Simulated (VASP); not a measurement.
# MgSc2Se4: structure and properties in VASP, part 7 of 8

What structure does MgSc2Se4 take at this level, and what are its properties? The start is a computed cell from the Materials Project.

VASP 6.6.1; PBEsol; plane waves and PAW (Mg, Sc_sv, Se).

So far, gap on the k-mesh (eV): step 2 (relaxing cell and atoms (PBEsol)) 0.993; step 6 (total and projected DOS (PBEsol)) 0.994; step 7 (field gradients at the nuclei (PBEsol)) 0.993; step 8 (optical spectrum (PBEsol)) 0.993; step 9 (volume scan with PBEsol, volume scale 0.94) 0.916.

## 10. Volume scan with PBEsol, volume scale 0.96

File INCAR:

```
SYSTEM = MgSc2Se4
PREC = Accurate
ENCUT = 400
EDIFF = 1E-06
NELM = 100
ISMEAR = 0
SIGMA = 0.05
LREAL = .FALSE.
ALGO = Normal
GGA = PS
NBANDS = 62
LASPH = .TRUE.
LORBIT = 11
LWAVE = .FALSE.
LCHARG = .FALSE.
KPAR = 8
ISIF = 2
```

File POSCAR:

```
MgSc2Se4
1.0
    0.0000000000      5.4730140607      5.4730140607
    5.4730140607      0.0000000000      5.4730140607
    5.4730140607      5.4730140607      0.0000000000
Mg Sc Se
2 4 8
Direct
    0.2500000000      0.2500000000      0.2500000000
    0.0000000000      0.0000000000      0.0000000000
    0.1250000000      0.6250000000      0.6250000000
    0.6250000000      0.1250000000      0.6250000000
    0.6250000000      0.6250000000      0.1250000000
    0.6250000000      0.6250000000      0.6250000000
    0.8515504643      0.3828165152      0.3828165152
    0.3828165152      0.8515504643      0.3828165152
    0.3828165152      0.3828165152      0.8515504643
    0.3828165152      0.3828165152      0.3828165152
    0.3984495357      0.8671834848      0.8671834848
    0.8671834848      0.3984495357      0.8671834848
    0.8671834848      0.8671834848      0.3984495357
    0.8671834848      0.8671834848      0.8671834848
```

File KPOINTS:

```
Automatic mesh
0
Gamma
4 4 4
0 0 0
```

Potentials, in the order of the species: Mg, Sc_sv and Se (PBE family, release 64).

Started as:

```sh
$ mpirun -np 8 vasp_std
```

The program printed:

```text
[... set-up lines as in an earlier step ...]
 entering main loop
       N       E                     dE             d eps       ncg     rms          rms(c)
DAV:   1     0.123954055989E+04    0.12395E+04   -0.34837E+04  1064   0.116E+03
DAV:   2     0.110096394542E+03   -0.11294E+04   -0.10994E+04  1112   0.480E+02
DAV:   3    -0.780465030370E+02   -0.18814E+03   -0.17732E+03  1656   0.178E+02
DAV:   4    -0.909406836584E+02   -0.12894E+02   -0.12793E+02  1600   0.565E+01
DAV:   5    -0.911931467759E+02   -0.25246E+00   -0.25181E+00  1608   0.117E+01    0.185E+01
DAV:   6    -0.829823969384E+02    0.82107E+01   -0.26270E+01  1544   0.293E+01    0.758E+00
DAV:   7    -0.825725519558E+02    0.40984E+00   -0.18577E+00  1416   0.610E+00    0.370E+00
DAV:   8    -0.825215703227E+02    0.50982E-01   -0.38627E-01  1434   0.262E+00    0.945E-01
DAV:   9    -0.825231849223E+02   -0.16146E-02   -0.74460E-02  1568   0.165E+00    0.470E-01
DAV:  10    -0.825223067245E+02    0.87820E-03   -0.20489E-02  1482   0.979E-01    0.275E-01
DAV:  11    -0.825221903624E+02    0.11636E-03   -0.57905E-03  1536   0.503E-01    0.565E-02
DAV:  12    -0.825222291650E+02   -0.38803E-04   -0.48344E-04  1440   0.109E-01    0.566E-02
DAV:  13    -0.825222297297E+02   -0.56467E-06   -0.58696E-05  1496   0.398E-02    0.355E-02
DAV:  14    -0.825222711486E+02   -0.41419E-04   -0.89834E-05  1208   0.317E-02    0.656E-02
DAV:  15    -0.825222638015E+02    0.73471E-05   -0.14166E-05  1368   0.175E-02    0.329E-02
DAV:  16    -0.825222621987E+02    0.16028E-05   -0.25954E-06   984   0.786E-03    0.151E-02
DAV:  17    -0.825222620169E+02    0.18181E-06   -0.22391E-06   896   0.941E-03
   1 F= -.82522262E+02 E0= -.82522262E+02  d E =-.296221E-21
```

Elapsed: 43 s, on 8 MPI ranks of AMD EPYC 7R43, shared host; peak memory 3 GiB.

From OUTCAR (step 10):

```text
   ENCUT  =  400.0 eV  29.40 Ry    5.42 a.u.  12.62 12.62 12.62*2*pi/ulx,y,z

   NELECT =      96.0000    total number of electrons

 E-fermi :   3.1249

 k-point     1 :       0.0000    0.0000    0.0000
  band No.  band energies     occupation
    ...
     44       1.7207      2.00000
     45       1.7207      2.00000
     46       2.7972      2.00000
     47       2.7972      2.00000
     48       2.7972      2.00000
     49       3.7416      0.00000
     50       4.0082      0.00000
     51       4.0082      0.00000
     52       4.9242      0.00000
     53       4.9242      0.00000
    ...

  Total        6.0437453      6.0437453      6.0437453     -0.0000000     -0.0000000      0.0000000
  in kB       29.5329650     29.5329650     29.5329650     -0.0000000     -0.0000000      0.0000000
  external PRESSURE =      29.5329650 kB  Pullay stress =       0.0000000 kB

 POSITION                                       TOTAL-FORCE (eV/Angst)
 -----------------------------------------------------------------------------------
      2.73651      2.73651      2.73651        -0.000000     -0.000000     -0.000000
      0.00000      0.00000      0.00000        -0.000000     -0.000000     -0.000000
      6.84127      4.10476      4.10476        -0.000000     -0.000000     -0.000000
      4.10476      6.84127      4.10476        -0.000000     -0.000000     -0.000000
      4.10476      4.10476      6.84127        -0.000000     -0.000000     -0.000000
      6.84127      6.84127      6.84127        -0.000000     -0.000000     -0.000000
      4.19032      6.75571      6.75571        -0.094692      0.094692      0.094692
      6.75571      4.19032      6.75571         0.094692     -0.094692      0.094692
      6.75571      6.75571      4.19032         0.094692      0.094692     -0.094692
      4.19032      4.19032      4.19032        -0.094692     -0.094692     -0.094692
      9.49221      6.92683      6.92683         0.094692     -0.094692     -0.094692
      6.92683      9.49221      6.92683        -0.094692      0.094692     -0.094692
      6.92683      6.92683      9.49221        -0.094692     -0.094692      0.094692
      9.49221      9.49221      9.49221         0.094692      0.094692      0.094692
 -----------------------------------------------------------------------------------
    total drift:                               -0.000000     -0.000000      0.000000

  FREE ENERGIE OF THE ION-ELECTRON SYSTEM (eV)
  ---------------------------------------------------
  free  energy   TOTEN  =       -82.5222620169 eV

  energy  without entropy=      -82.5222620169  energy(sigma->0) =      -82.52226202

[... 5 parts as in an earlier step ...]

[... 11 further parts left out ...]
```

Numbers from this step:

| Item | Value |
| --- | --- |
| SCF cycles | 17 |
| free energy (TOTEN) | -82.5223 eV |
| Fermi energy | 3.125 eV |
| pressure | 2.953 GPa |
| gap on the k-mesh | 0.9444 eV |
| least direct gap on the k-mesh | 0.9444 eV |

Force by atom:

| atom | x (eV/Å) | y (eV/Å) | z (eV/Å) | size |
| --- | --- | --- | --- | --- |
| Mg1 | 0.000 | 0.000 | 0.000 | 0.000 |
| Mg2 | 0.000 | 0.000 | 0.000 | 0.000 |
| Sc3 | 0.000 | 0.000 | 0.000 | 0.000 |
| Sc4 | 0.000 | 0.000 | 0.000 | 0.000 |
| Sc5 | 0.000 | 0.000 | 0.000 | 0.000 |
| Sc6 | 0.000 | 0.000 | 0.000 | 0.000 |
| Se7 | -0.095 | 0.095 | 0.095 | 0.164 |
| Se8 | 0.095 | -0.095 | 0.095 | 0.164 |
| Se9 | 0.095 | 0.095 | -0.095 | 0.164 |
| Se10 | -0.095 | -0.095 | -0.095 | 0.164 |
| Se11 | 0.095 | -0.095 | -0.095 | 0.164 |
| Se12 | -0.095 | 0.095 | -0.095 | 0.164 |
| Se13 | -0.095 | -0.095 | 0.095 | 0.164 |
| Se14 | 0.095 | 0.095 | 0.095 | 0.164 |

The pressure falls from 4.67 to 2.95 GPa.

The run ends at a pressure of 2.95 GPa, with forces up to 0.16 eV/Å.

## 11. Volume scan with PBEsol, volume scale 0.98

INCAR is that of step 10.

Changes to POSCAR since step 10:

```diff
@@ -2,5 +2,5 @@
 1.0
-    0.0000000000      5.4730140607      5.4730140607
-    5.4730140607      0.0000000000      5.4730140607
-    5.4730140607      5.4730140607      0.0000000000
+    0.0000000000      5.5107601780      5.5107601780
+    5.5107601780      0.0000000000      5.5107601780
+    5.5107601780      5.5107601780      0.0000000000
 Mg Sc Se
```

KPOINTS is that of step 10.

Started as:

```sh
$ mpirun -np 8 vasp_std
```

The program printed:

```text
[... set-up lines as in an earlier step ...]
 entering main loop
       N       E                     dE             d eps       ncg     rms          rms(c)
DAV:   1     0.122506005972E+04    0.12251E+04   -0.34863E+04  1048   0.116E+03
DAV:   2     0.105786765537E+03   -0.11193E+04   -0.10901E+04  1120   0.476E+02
DAV:   3    -0.790572579751E+02   -0.18484E+03   -0.17320E+03  1664   0.175E+02
DAV:   4    -0.912696874707E+02   -0.12212E+02   -0.12124E+02  1592   0.547E+01
[...]
DAV:  14    -0.826171346375E+02   -0.13012E-04   -0.11651E-04  1464   0.631E-02    0.695E-02
DAV:  15    -0.826171252708E+02    0.93667E-05   -0.16123E-05  1248   0.180E-02    0.203E-02
DAV:  16    -0.826171252747E+02   -0.38881E-08   -0.67268E-06  1144   0.915E-03
   1 F= -.82617125E+02 E0= -.82617125E+02  d E =-.251278E-16
```

Elapsed: 47 s, on 8 MPI ranks; peak memory 3.4 GiB; 6.2 min of CPU time.

From OUTCAR (step 11):

```text
  Total        2.9039479      2.9039479      2.9039479      0.0000000      0.0000000     -0.0000000
  in kB       13.9006423     13.9006423     13.9006423      0.0000000      0.0000000     -0.0000000
  external PRESSURE =      13.9006423 kB  Pullay stress =       0.0000000 kB

 POSITION                                       TOTAL-FORCE (eV/Angst)
 -----------------------------------------------------------------------------------
      2.75538      2.75538      2.75538         0.000000      0.000000      0.000000
      0.00000      0.00000      0.00000         0.000000      0.000000      0.000000
      6.88845      4.13307      4.13307         0.000000      0.000000      0.000000
      4.13307      6.88845      4.13307         0.000000      0.000000      0.000000
      4.13307      4.13307      6.88845         0.000000      0.000000      0.000000
      6.88845      6.88845      6.88845         0.000000      0.000000      0.000000
      4.21922      6.80230      6.80230        -0.045237      0.045237      0.045237
      6.80230      4.21922      6.80230         0.045237     -0.045237      0.045237
      6.80230      6.80230      4.21922         0.045237      0.045237     -0.045237
      4.21922      4.21922      4.21922        -0.045237     -0.045237     -0.045237
      9.55768      6.97460      6.97460         0.045237     -0.045237     -0.045237
      6.97460      9.55768      6.97460        -0.045237      0.045237     -0.045237
      6.97460      6.97460      9.55768        -0.045237     -0.045237      0.045237
      9.55768      9.55768      9.55768         0.045237      0.045237      0.045237
 -----------------------------------------------------------------------------------
    total drift:                               -0.000000     -0.000000      0.000000

  FREE ENERGIE OF THE ION-ELECTRON SYSTEM (eV)
  ---------------------------------------------------
  free  energy   TOTEN  =       -82.6171252747 eV

  energy  without entropy=      -82.6171252747  energy(sigma->0) =      -82.61712527

[... 1 part as in an earlier step ...]

[... 2 further parts left out ...]
[key lines of the parts left out:]
E-fermi :   2.9058
```

The pressure falls from 2.95 to 1.39 GPa.

The run ends at a pressure of 1.39 GPa, with forces up to 0.078 eV/Å.

## 12. Volume scan with PBEsol, volume scale 1

INCAR is that of step 11.

Changes to POSCAR since step 11:

```diff
@@ -2,5 +2,5 @@
 1.0
-    0.0000000000      5.5107601780      5.5107601780
-    5.5107601780      0.0000000000      5.5107601780
-    5.5107601780      5.5107601780      0.0000000000
+    0.0000000000      5.5479961736      5.5479961736
+    5.5479961736      0.0000000000      5.5479961736
+    5.5479961736      5.5479961736      0.0000000000
 Mg Sc Se
```

KPOINTS is that of step 11.

Started as:

```sh
$ mpirun -np 8 vasp_std
```

The program printed:

```text
[... set-up lines as in an earlier step ...]
 entering main loop
       N       E                     dE             d eps       ncg     rms          rms(c)
[... 17 cycles as in an earlier step ...]
   1 F= -.82649103E+02 E0= -.82649103E+02  d E =-.250579E-11
```

It took 50 s on 8 MPI ranks; peak memory 3.2 GiB; 6.5 min of CPU time.

From OUTCAR (step 12):

```text
[... 6 parts as in an earlier step ...]

[... 1 further part left out ...]
[key lines of the parts left out:]
E-fermi :   2.6837
```

The pressure falls from 1.39 to -0.01 GPa.

The run ends at a pressure of -0.01 GPa, with forces up to 0.0013 eV/Å.

## 13. Volume scan with PBEsol, volume scale 1.02

INCAR is that of step 12.

Changes to POSCAR since step 12:

```diff
@@ -2,5 +2,5 @@
 1.0
-    0.0000000000      5.5479961736      5.5479961736
-    5.5479961736      0.0000000000      5.5479961736
-    5.5479961736      5.5479961736      0.0000000000
+    0.0000000000      5.5847389409      5.5847389409
+    5.5847389409      0.0000000000      5.5847389409
+    5.5847389409      5.5847389409      0.0000000000
 Mg Sc Se
```

KPOINTS is that of step 12.

Started as:

```sh
$ mpirun -np 8 vasp_std
```

The program printed:

```text
[... set-up lines as in an earlier step ...]
 entering main loop
       N       E                     dE             d eps       ncg     rms          rms(c)
DAV:   1     0.121282035632E+04    0.12128E+04   -0.34873E+04  1080   0.115E+03
DAV:   2     0.105024099164E+03   -0.11078E+04   -0.10795E+04  1232   0.470E+02
DAV:   3    -0.791776590855E+02   -0.18420E+03   -0.17293E+03  1672   0.171E+02
DAV:   4    -0.917260261594E+02   -0.12548E+02   -0.12455E+02  1600   0.555E+01
[...]
DAV:  14    -0.826241388741E+02    0.20027E-04   -0.20577E-04  1536   0.858E-02    0.736E-02
DAV:  15    -0.826241298258E+02    0.90483E-05   -0.32123E-05  1434   0.275E-02    0.153E-02
DAV:  16    -0.826241300360E+02   -0.21025E-06   -0.92766E-06  1216   0.112E-02
   1 F= -.82624130E+02 E0= -.82624130E+02  d E =-.144485E-22
```

Elapsed: 50 s, on 8 MPI ranks; peak memory 3.2 GiB; 6.5 min of CPU time.

OUTCAR, selected parts (step 13):

```text
  Total       -2.7906978     -2.7906978     -2.7906978     -0.0000000      0.0000000     -0.0000000
  in kB      -12.8346717    -12.8346717    -12.8346717     -0.0000000      0.0000000     -0.0000000
  external PRESSURE =     -12.8346717 kB  Pullay stress =       0.0000000 kB

 POSITION                                       TOTAL-FORCE (eV/Angst)
 -----------------------------------------------------------------------------------
      2.79237      2.79237      2.79237        -0.000000      0.000000     -0.000000
      0.00000      0.00000      0.00000        -0.000000      0.000000     -0.000000
      6.98092      4.18855      4.18855        -0.000000      0.000000     -0.000000
      4.18855      6.98092      4.18855        -0.000000      0.000000     -0.000000
      4.18855      4.18855      6.98092        -0.000000      0.000000     -0.000000
      6.98092      6.98092      6.98092        -0.000000      0.000000     -0.000000
      4.27586      6.89362      6.89362         0.043828     -0.043828     -0.043828
      6.89362      4.27586      6.89362        -0.043828      0.043828     -0.043828
      6.89362      6.89362      4.27586        -0.043828     -0.043828      0.043828
      4.27586      4.27586      4.27586         0.043828      0.043828      0.043828
      9.68599      7.06823      7.06823        -0.043828      0.043828      0.043828
      7.06823      9.68599      7.06823         0.043828     -0.043828      0.043828
      7.06823      7.06823      9.68599         0.043828      0.043828     -0.043828
      9.68599      9.68599      9.68599        -0.043828     -0.043828     -0.043828
 -----------------------------------------------------------------------------------
    total drift:                               -0.000000     -0.000000      0.000000

  FREE ENERGIE OF THE ION-ELECTRON SYSTEM (eV)
  ---------------------------------------------------
  free  energy   TOTEN  =       -82.6241300360 eV

  energy  without entropy=      -82.6241300360  energy(sigma->0) =      -82.62413004

[... 1 part as in an earlier step ...]

[... 2 further parts left out ...]
[key lines of the parts left out:]
E-fermi :   2.6404
```

The pressure falls from -0.01 to -1.28 GPa.

The run ends at a pressure of -1.28 GPa, with forces up to 0.076 eV/Å.

## 14. Volume scan with PBEsol, volume scale 1.04

INCAR is that of step 13.

Changes to POSCAR since step 13:

```diff
@@ -2,5 +2,5 @@
 1.0
-    0.0000000000      5.5847389409      5.5847389409
-    5.5847389409      0.0000000000      5.5847389409
-    5.5847389409      5.5847389409      0.0000000000
+    0.0000000000      5.6210044956      5.6210044956
+    5.6210044956      0.0000000000      5.6210044956
+    5.6210044956      5.6210044956      0.0000000000
 Mg Sc Se
```

KPOINTS is that of step 13.

Started as:

```sh
$ mpirun -np 8 vasp_std
```

The program printed:

```text
[... set-up lines as in an earlier step ...]
 entering main loop
       N       E                     dE             d eps       ncg     rms          rms(c)
DAV:   1     0.121903389990E+04    0.12190E+04   -0.34487E+04  1072   0.114E+03
DAV:   2     0.985704757827E+02   -0.11205E+04   -0.10899E+04  1176   0.473E+02
DAV:   3    -0.802374725124E+02   -0.17881E+03   -0.17050E+03  1664   0.175E+02
DAV:   4    -0.918926419962E+02   -0.11655E+02   -0.11581E+02  1600   0.540E+01
[...]
DAV:  15    -0.825473932363E+02    0.97690E-05   -0.20347E-05  1456   0.253E-02    0.259E-02
DAV:  16    -0.825473924117E+02    0.82453E-06   -0.11517E-05  1240   0.113E-02    0.122E-02
DAV:  17    -0.825473920826E+02    0.32913E-06   -0.17370E-06   904   0.656E-03
   1 F= -.82547392E+02 E0= -.82547392E+02  d E =-.188348E-16
```

The job ended after 70 s (8 MPI ranks; peak memory 3.2 GiB; 9.2 min of CPU time).

OUTCAR, selected parts (step 14):

```text
  Total       -5.3687341     -5.3687341     -5.3687341      0.0000000     -0.0000000     -0.0000000
  in kB      -24.2164613    -24.2164613    -24.2164613      0.0000000     -0.0000000     -0.0000000
  external PRESSURE =     -24.2164613 kB  Pullay stress =       0.0000000 kB

 POSITION                                       TOTAL-FORCE (eV/Angst)
 -----------------------------------------------------------------------------------
      2.81050      2.81050      2.81050        -0.000000     -0.000000     -0.000000
      0.00000      0.00000      0.00000        -0.000000     -0.000000     -0.000000
      7.02626      4.21575      4.21575        -0.000000     -0.000000     -0.000000
      4.21575      7.02626      4.21575        -0.000000     -0.000000     -0.000000
      4.21575      4.21575      7.02626        -0.000000     -0.000000     -0.000000
      7.02626      7.02626      7.02626        -0.000000     -0.000000     -0.000000
      4.30363      6.93838      6.93838         0.083740     -0.083740     -0.083740
      6.93838      4.30363      6.93838        -0.083740      0.083740     -0.083740
      6.93838      6.93838      4.30363        -0.083740     -0.083740      0.083740
      4.30363      4.30363      4.30363         0.083740      0.083740      0.083740
      9.74888      7.11413      7.11413        -0.083740      0.083740      0.083740
      7.11413      9.74888      7.11413         0.083740     -0.083740      0.083740
      7.11413      7.11413      9.74888         0.083740      0.083740     -0.083740
      9.74888      9.74888      9.74888        -0.083740     -0.083740     -0.083740
 -----------------------------------------------------------------------------------
    total drift:                               -0.000000     -0.000000      0.000000

  FREE ENERGIE OF THE ION-ELECTRON SYSTEM (eV)
  ---------------------------------------------------
  free  energy   TOTEN  =       -82.5473920826 eV

  energy  without entropy=      -82.5473920826  energy(sigma->0) =      -82.54739208

[... 1 part as in an earlier step ...]

[... 2 further parts left out ...]
[key lines of the parts left out:]
E-fermi :   2.4318
```

The pressure falls from -1.28 to -2.42 GPa.

The run ends at a pressure of -2.42 GPa, with forces up to 0.15 eV/Å.

(Part 7 of 8 ends here.)

[Lines on the potential files, build, host, timing and source positions are cut from VASP's logs without a mark.]

[Logs are printed without paths, hosts, clocks, repeated set-up lines and the standing remarks that a program may print on its own settings, such as how far it seeks lower states.]

[Hosts, paths, dates, database ids (printed as entryN), source tags and the programs' standing remarks are cut or masked in the printed files.]

[A measured line is paired with the nearest computed mode of its activity, which favours agreement.]

[In band tables of VASP the shares of atoms and orbitals are scaled to a sum of 1 inside the atoms' spheres.]
